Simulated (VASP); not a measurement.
All values below come from PBE GGA, VASP's PBE PAW potentials (set 64) (plane waves; VASP).

Input for VASP

### KPOINTS
```
kpoints
0
G
  7 7 7
```

INCAR:
```
! general
SYSTEM =CdS
PREC   =Accurate
ENCUT  =375
LREAL  =.False.
LASPH  =.True.

! electronic loop
EDIFF  =1E-6
NELM   =100
ALGO   =Normal
LMAXMIX=4

! smearing
ISMEAR =0
SIGMA  =0.05

! functional
GGA    =PE

! ions
ISIF   =2

! output
LWAVE  =.False.
LCHARG =.False.
```

POSCAR:
```
CdS
1
    0.0000000000     2.9682000000     2.9682000000
    2.9682000000     0.0000000000     2.9682000000
    2.9682000000     2.9682000000     0.0000000000
Cd S
1 1
Direct
  0.0000000000   0.0000000000   0.0000000000
  0.2500000000   0.2500000000   0.2500000000
```

POTCAR, in this order: Cd S (PBE.64 set). Program: vasp_std.

Output of the run:

OSZICAR:
```
       N       E                     dE             d eps       ncg     rms          rms(c)
DAV:   1     0.968411304899E+02    0.96841E+02   -0.77174E+03   520   0.964E+02
DAV:   2    -0.257323590901E+01   -0.99414E+02   -0.95700E+02   615   0.271E+02
DAV:   3    -0.666998987409E+01   -0.40968E+01   -0.40870E+01   600   0.581E+01
DAV:   4    -0.669906671369E+01   -0.29077E-01   -0.29074E-01   600   0.476E+00
DAV:   5    -0.669948789937E+01   -0.42119E-03   -0.42118E-03   605   0.556E-01    0.758E+00
DAV:   6    -0.616112447940E+01    0.53836E+00   -0.10749E+00   714   0.136E+01    0.607E+00
DAV:   7    -0.614285171115E+01    0.18273E-01   -0.20023E-01   540   0.355E+00    0.307E+00
DAV:   8    -0.614280223892E+01    0.49472E-04   -0.18649E-02   565   0.202E+00    0.268E-01
DAV:   9    -0.614264086399E+01    0.16137E-03   -0.24680E-03   600   0.796E-01    0.713E-02
DAV:  10    -0.614281227225E+01   -0.17141E-03   -0.29269E-04   550   0.166E-01    0.835E-02
DAV:  11    -0.614289955151E+01   -0.87279E-04   -0.13685E-04   548   0.122E-01    0.163E-02
DAV:  12    -0.614288759588E+01    0.11956E-04   -0.43352E-05   699   0.950E-02    0.824E-03
DAV:  13    -0.614288884847E+01   -0.12526E-05   -0.45733E-06   545   0.150E-02    0.659E-03
DAV:  14    -0.614288870188E+01    0.14659E-06   -0.15850E-07   340   0.303E-03
   1 F= -.61428887E+01 E0= -.61428887E+01  d E =-.139099E-11
```

OUTCAR:
```
------------------------ aborting loop because EDIFF is reached ----------------------------------------
  FORCE on cell =-STRESS in cart. coord.  units (eV):
  Direction    XX          YY          ZZ          XY          YZ          ZX
  --------------------------------------------------------------------------------------
  Total       -0.1388338     -0.1388338     -0.1388338      0.0000000      0.0000000     -0.0000000
  in kB       -4.2530093     -4.2530093     -4.2530093      0.0000000      0.0000000     -0.0000000
  external PRESSURE =      -4.2530093 kB  Pullay stress =       0.0000000 kB
  volume of cell :       52.30
      direct lattice vectors                 reciprocal lattice vectors
     0.000000000  2.968200000  2.968200000    -0.168452261  0.168452261  0.168452261
     2.968200000  0.000000000  2.968200000     0.168452261 -0.168452261  0.168452261
     2.968200000  2.968200000  0.000000000     0.168452261  0.168452261 -0.168452261
  FREE ENERGIE OF THE ION-ELECTRON SYSTEM (eV)
  ---------------------------------------------------
  free  energy   TOTEN  =        -6.1428887019 eV

  energy  without entropy=       -6.1428887019  energy(sigma->0) =       -6.14288870
```
(Selected blocks of OUTCAR.)

The compound is CdS in the zinc blende structure, a metastable form; wurtzite is the usual one. The cell was not relaxed at this level. The run is one of a series of settings (ENCUT = 375 against the base run), some of them coarse on purpose.
